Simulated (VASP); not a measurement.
**PtSe2 (Sudovikovite): phonons from a supercell**

Aim: the phonon dispersion and thermal properties of PtSe2 (Sudovikovite). The start is a cell from a database of measured crystal structures.

Main program and level: VASP 6.6.1; PBEsol; plane waves and PAW (Pt, Se).

The database entry behind the starting cell has ideal inner coordinates that were not refined, so it need not match the best structure at ambient conditions.

## 1. The structure

Symmetry: P-3m1, No. 164, trigonal system. The conventional cell has a = 3.724 Å, b = 3.724 Å, c = 5.062 Å, α = 90.00°, β = 90.00°, γ = 120.00°. Nearest to Pt lie 6 Se at 2.49 Å. Nearest to Se lie 3 Pt at 2.49 Å. Farther neighbours and most contacts between anions are not listed.

## 2. Relax the host

Cell and atoms are relaxed first, so that later runs start from this functional's own cell.

Contents of INCAR:

```
SYSTEM = PtSe2
PREC = Accurate
ENCUT = 350
EDIFF = 1E-06
NELM = 120
ISMEAR = 0
SIGMA = 0.05
LREAL = .FALSE.
ALGO = Normal
GGA = PS
NBANDS = 17
LASPH = .TRUE.
LORBIT = 11
LWAVE = .FALSE.
LCHARG = .FALSE.
KPAR = 4
IBRION = 2
NSW = 40
ISIF = 3
EDIFFG = -0.02
POTIM = 0.4
```

Contents of POSCAR:

```
PtSe2
1.0
    3.7240000000      0.0000000000      0.0000000000
   -1.8620000000      3.2250786037      0.0000000000
    0.0000000000      0.0000000000      5.0620000000
Pt Se
1 2
Direct
    0.0000000000      0.0000000000      0.0000000000
    0.6666666667      0.3333333333      0.7500000000
    0.3333333333      0.6666666667      0.2500000000
```

Contents of KPOINTS:

```
Automatic mesh
0
Gamma
6 6 4
0 0 0
```

Potentials, in the order of the species: Pt and Se (PBE family, release 64).

The run is started by

```sh
$ mpirun -np 4 vasp_std
```

The program printed:

```text
[banner, memory and clock lines left out]
running    4 mpi-ranks, on    1 nodes
 distrk:  each k-point on    1 cores,    4 groups
 distr:  one band on    1 cores,    1 groups

 POSCAR found type information on POSCAR PtSe
 POSCAR found :  2 types and       3 ions
|                                                                             |
|               ----> ADVICE to this user running VASP <----                  |
|                                                                             |
|     You enforced a specific xc type in the INCAR file but a different       |
|     [... a line on the potential file left out ...]
|     I HOPE YOU KNOW WHAT YOU ARE DOING!                                     |
|                                                                             |

 LDA part: xc-table for (Slater+PW92), standard interpolation
 POSCAR, INCAR and KPOINTS ok, starting setup
 FFT: planning ... GRIDC
 FFT: planning ... GRID_SOFT
 FFT: planning ... GRID
 WAVECAR not read
 entering main loop
       N       E                     dE             d eps       ncg     rms          rms(c)
DAV:   1     0.826294535391E+02    0.82629E+02   -0.80730E+03   856   0.817E+02
DAV:   2    -0.134276387285E+02   -0.96057E+02   -0.93891E+02  1034   0.187E+02
DAV:   3    -0.167318932956E+02   -0.33043E+01   -0.32891E+01   966   0.356E+01
DAV:   4    -0.167527968733E+02   -0.20904E-01   -0.20898E-01  1057   0.312E+00
DAV:   5    -0.167530385725E+02   -0.24170E-03   -0.24170E-03   992   0.311E-01    0.133E+01
DAV:   6    -0.161282863169E+02    0.62475E+00   -0.48466E+00   842   0.198E+01    0.790E+00
DAV:   7    -0.159134599764E+02    0.21483E+00   -0.91132E-01   843   0.936E+00    0.392E+00
DAV:   8    -0.158865093898E+02    0.26951E-01   -0.57436E-02   866   0.175E+00    0.856E-01
DAV:   9    -0.158841902930E+02    0.23191E-02   -0.64179E-03   961   0.745E-01    0.216E-01
DAV:  10    -0.158842566151E+02   -0.66322E-04   -0.86222E-04   956   0.214E-01    0.470E-02
DAV:  11    -0.158842397232E+02    0.16892E-04   -0.10965E-04   954   0.101E-01    0.189E-02
DAV:  12    -0.158842392391E+02    0.48407E-06   -0.11927E-05   902   0.259E-02    0.556E-03
DAV:  13    -0.158842394031E+02   -0.16397E-06   -0.62505E-07   640   0.553E-03
   1 F= -.15884239E+02 E0= -.15882904E+02  d E =-.158842E+02
 curvature:   0.00 expect dE= 0.000E+00 dE for cont linesearch  0.000E+00
 trial: gam= 0.00000 g(F)=  0.873E-02 g(S)=  0.261E-01 ort = 0.000E+00 (trialstep = 0.100E+01)
 search vector abs. value=  0.349E-01
 bond charge predicted
       N       E                     dE             d eps       ncg     rms          rms(c)
DAV:   1    -0.160157584485E+02   -0.13152E+00   -0.28590E+00   851   0.133E+01    0.232E+00
DAV:   2    -0.159178300413E+02    0.97928E-01   -0.57748E-01   847   0.745E+00    0.173E+00
DAV:   3    -0.158881321349E+02    0.29698E-01   -0.66191E-02   857   0.252E+00    0.723E-01
DAV:   4    -0.158823562810E+02    0.57759E-02   -0.25690E-02   848   0.938E-01    0.238E-01
DAV:   5    -0.158824203253E+02   -0.64044E-04   -0.53543E-04   884   0.155E-01    0.135E-01
DAV:   6    -0.158824265342E+02   -0.62089E-05   -0.11880E-04  1027   0.792E-02    0.100E-02
DAV:   7    -0.158824269932E+02   -0.45902E-06   -0.43922E-06   937   0.149E-02
   2 F= -.15882427E+02 E0= -.15881001E+02  d E =0.181241E-02
[... from here on, the cycles between the ionic steps are left out ...]
   3 F= -.15892272E+02 E0= -.15890860E+02  d E =-.803238E-02
   4 F= -.15894097E+02 E0= -.15892661E+02  d E =-.182567E-02
   5 F= -.15899675E+02 E0= -.15898532E+02  d E =-.740319E-02
   6 F= -.15907844E+02 E0= -.15907012E+02  d E =-.155718E-01
   7 F= -.15895115E+02 E0= -.15894341E+02  d E =-.284359E-02
   8 F= -.15908846E+02 E0= -.15907999E+02  d E =-.165741E-01
   9 F= -.15908913E+02 E0= -.15908063E+02  d E =-.166411E-01
  10 F= -.15908572E+02 E0= -.15907718E+02  d E =0.340546E-03
  11 F= -.15908969E+02 E0= -.15908117E+02  d E =-.561028E-04
  12 F= -.15908980E+02 E0= -.15908126E+02  d E =-.112659E-04
 trial-energy change:   -0.000011  1 .order    0.000005   -0.000171    0.000182
 step:   1.4350(harm=  1.2555)  dis= 0.00109  next Energy=   -15.909019 (dE=-0.503E-04)
 bond charge predicted
       N       E                     dE             d eps       ncg     rms          rms(c)
DAV:   1    -0.159091859714E+02   -0.20551E-03   -0.61373E-03   849   0.532E-01    0.665E-02
DAV:   2    -0.159090546267E+02    0.13134E-03   -0.59693E-04   838   0.227E-01    0.420E-02
DAV:   3    -0.159090285480E+02    0.26079E-04   -0.76502E-05   919   0.808E-02    0.172E-02
DAV:   4    -0.159090207638E+02    0.77843E-05   -0.27133E-05   897   0.309E-02    0.597E-03
DAV:   5    -0.159090205016E+02    0.26219E-06   -0.13873E-06   569   0.883E-03
  13 F= -.15909021E+02 E0= -.15908166E+02  d E =-.515363E-04
 curvature:  -0.88 expect dE=-0.169E-05 dE for cont linesearch -0.813E-07
 trial: gam= 0.00000 g(F)=  0.327E-06 g(S)=  0.159E-05 ort =-0.295E-05 (trialstep = 0.236E+01)
 search vector abs. value=  0.192E-05
 reached required accuracy - stopping structural energy minimisation
```

Elapsed: 30 s, on 4 MPI ranks of AMD EPYC 7R43, shared host; peak memory 0.5 GiB; 1.9 min of CPU time.

Lines that name or quote the potential files are left out of all logs, and their timing lines are given in words.

From OUTCAR (step 2):

```text
ion  position               nearest neighbor table
   1  0.000  0.000  0.000-   2 2.49   3 2.49   2 2.49   3 2.49   2 2.49   3 2.49
   2  0.667  0.333  0.750-   1 2.49   1 2.49   1 2.49
   3  0.333  0.667  0.250-   1 2.49   1 2.49   1 2.49

  LATTYP: Found a hexagonal cell.
 ALAT       =     3.7240000000
 C/A-ratio  =     1.3592910849

 Subroutine GETGRP returns: Found 12 space group operations
 (whereof 12 operations were pure point group operations)

The static configuration has the point symmetry D_3d.

 Found     24 irreducible k-points:

   k-points           NKPTS =     24   k-points in BZ     NKDIM =     24   number of bands    NBANDS=     17

   dimension x,y,z NGX =    24 NGY =   24 NGZ =   32
   dimension x,y,z NGXF=    48 NGYF=   48 NGZF=   64

   ENCUT  =  350.0 eV  25.72 Ry    5.07 a.u.   5.68  5.68  7.72*2*pi/ulx,y,z

   NELECT =      22.0000    total number of electrons

 k-points in reciprocal lattice and weights: Automatic mesh
   0.00000000  0.00000000  0.00000000       0.007
   0.16666667  0.00000000  0.00000000       0.042
   0.33333333 -0.00000000  0.00000000       0.042
   0.50000000 -0.00000000  0.00000000       0.021
   0.16666667  0.16666667  0.00000000       0.042
   0.33333333  0.16666667  0.00000000       0.083
   0.33333333  0.33333333  0.00000000       0.014
   0.00000000  0.00000000  0.25000000       0.014
   0.16666667  0.00000000  0.25000000       0.042
[...]
0.33333333  0.16666667  0.50000000       0.083
   0.33333333  0.33333333  0.50000000       0.014

 average (electrostatic) potential at core
       1 -68.1945       2 -52.5012       3 -52.5012

 E-fermi :   6.5873

 k-point     1 :       0.0000    0.0000    0.0000
  band No.  band energies     occupation
    ...
      6       2.7524      2.00000
      7       2.7524      2.00000
      8       4.1137      2.00000
      9       5.5809      2.00000
     10       5.5809      2.00000
     11       7.3356      0.00000
     12       7.7774      0.00000
     13       7.7774      0.00000
     14       9.8635      0.00000
     15      10.6694      0.00000
    ...

 k-point     2 :       0.1667    0.0000    0.0000
  band No.  band energies     occupation
    ...
      7       2.5667      2.00000
      8       3.5060      2.00000
      9       4.8107      2.00000
     10       5.1552      2.00000
     11       6.0180      2.00000
     12       8.0940      0.00000
     13       8.1863      0.00000
     14      11.2889      0.00000
     15      12.0075      0.00000
     16      13.3956      0.00000
    ...

 k-point     3 :       0.3333   -0.0000    0.0000
  band No.  band energies     occupation
    ...
      7       2.4570      2.00000
      8       3.0088      2.00000
      9       4.0936      2.00000
     10       4.1472      2.00000
     11       4.5723      2.00000
     12       7.6863      0.00000
     13       8.7676      0.00000
     14      11.3694      0.00000
     15      13.0335      0.00000
     16      14.0054      0.00000
    ...

  Total        0.0075089      0.0075089      0.0033007      0.0000000     -0.0000000      0.0000000
  in kB        0.2025391      0.2025391      0.0890300      0.0000000     -0.0000000      0.0000000
  external PRESSURE =       0.1647027 kB  Pullay stress =       0.0000000 kB

  energy-cutoff  :      350.00
  volume of cell :       59.40
      direct lattice vectors                 reciprocal lattice vectors
     3.754638310 -0.000000000 -0.000000000     0.266337239  0.153769876  0.000000000
    -1.877319155  3.251612159  0.000000000     0.000000000  0.307539753  0.000000000
    -0.000000000 -0.000000000  4.865330564     0.000000000 -0.000000000  0.205535880

 POSITION                                       TOTAL-FORCE (eV/Angst)
 -----------------------------------------------------------------------------------
      0.00000      0.00000      0.00000         0.000000     -0.000000     -0.000000
      1.87732      1.08387      3.59153         0.000000      0.000000     -0.002059
     -0.00000      2.16774      1.27380        -0.000000     -0.000000      0.002059
 -----------------------------------------------------------------------------------
    total drift:                               -0.000000      0.000000     -0.000000

  FREE ENERGIE OF THE ION-ELECTRON SYSTEM (eV)
  ---------------------------------------------------
  free  energy   TOTEN  =       -15.9090205016 eV

  energy  without entropy=      -15.9073124664  energy(sigma->0) =      -15.90816648

 reached required accuracy - stopping structural energy minimisation

 total charge
# of ion       s       p       d       tot
------------------------------------------
    1        0.675   0.686   8.039   9.400
    2        1.489   2.206   0.072   3.767
    3        1.489   2.206   0.072   3.767
--------------------------------------------------
tot          3.654   5.098   8.183  16.934

[... 3 further parts left out ...]
```

CONTCAR:

```
PtSe2
   1.00000000000000
     3.7546383104141938   -0.0000000000000000   -0.0000000000000000
    -1.8773191552070969    3.2516121588478906    0.0000000000000002
    -0.0000000000000000   -0.0000000000000000    4.8653305636204269
  Pt              Se
     1     2
Direct
     0.0000000000000000    0.0000000000000000    0.0000000000000000
     0.6666666667000030    0.3333333332999970    0.7381884464839497
     0.3333333332999970    0.6666666667000030    0.2618115535160506
```

The k-mesh is coarse for a metal. The PAW data sets were made with PBE, which is usual practice but a small mismatch for other functionals. The run keeps the 12 symmetry operations of its start, so it cannot find a distortion of lower symmetry.

Relaxation path:

| step | energy less that of the first step (eV) | largest force (eV/Å) | pressure (GPa) | volume (Å³) |
| --- | --- | --- | --- | --- |
| 1 | 0.0000 | 0.3362 | 2.06 | 60.80 |
| 2 | 0.0018 | 0.1354 | -2.80 | 62.65 |
| 3 | -0.0080 | 0.1062 | -0.33 | 61.66 |
| 4 | -0.0099 | 0.1073 | -0.35 | 61.49 |
| 5 | -0.0154 | 0.1025 | -0.32 | 60.96 |
| 6 | -0.0236 | 0.0226 | -0.15 | 59.90 |
| 7 | -0.0109 | 0.2216 | 0.76 | 57.77 |
| 8 | -0.0246 | 0.0020 | 0.07 | 59.50 |
| 9 | -0.0247 | 0.0109 | 0.11 | 59.38 |
| 10 | -0.0243 | 0.0479 | -0.54 | 59.59 |
| 11 | -0.0247 | 0.0211 | -0.07 | 59.44 |
| 12 | -0.0247 | 0.0198 | 0.13 | 59.37 |
| 13 | -0.0248 | 0.0021 | 0.02 | 59.40 |

| conventional cell, symmetrised | before | after | change |
| --- | --- | --- | --- |
| a (Å) | 3.724 | 3.755 | +0.8 % |
| b (Å) | 3.724 | 3.755 | +0.8 % |
| c (Å) | 5.062 | 4.865 | -3.9 % |
| volume (Å³/atom) | 20.27 | 19.80 | -2.3 % |

The atoms that moved most (Å, as changes of fractional coordinates times the final cell):

| atom | dx | dy | dz | length |
| --- | --- | --- | --- | --- |
| Se2 | 0.000 | 0.000 | -0.057 | 0.057 |
| Se3 | 0.000 | 0.000 | 0.057 | 0.057 |

Final coordinates:

```xyz
3
Lattice="3.7546 0.0000 0.0000 -1.8773 3.2516 0.0000 0.0000 0.0000 4.8653" Properties=species:S:1:pos:R:3 pbc="T T T"
Pt    0.0000    0.0000    0.0000
Se    1.8773    1.0839    3.5915
Se    0.0000    2.1677    1.2738
```

Numbers from this step:

| Quantity | Value |
| --- | --- |
| electronic cycles | 90 |
| electrons | 22 |
| free energy (TOTEN) | -15.91 eV |
| energy at zero smearing | -15.91 eV |
| Fermi energy | 6.587 eV |
| pressure | 0.01647 GPa |
| labelled metallic, from the levels on this mesh | yes |

The run ended after 13 ionic steps, 0.025 eV below its first step, once forces and stress met EDIFFG = -0.02.

(Part 1 of 3 ends here.)

[Lines on the potential files, build, host, timing and source positions are cut from VASP's logs without a mark.]

[Logs are printed without paths, hosts, clocks, repeated set-up lines and the standing remarks that a program may print on its own settings, such as how far it seeks lower states.]

[Hosts, paths, dates, database ids (printed as entryN), source tags and the programs' standing remarks are cut or masked in the printed files.]

[Runs that stopped without an error message from VASP are left out.]
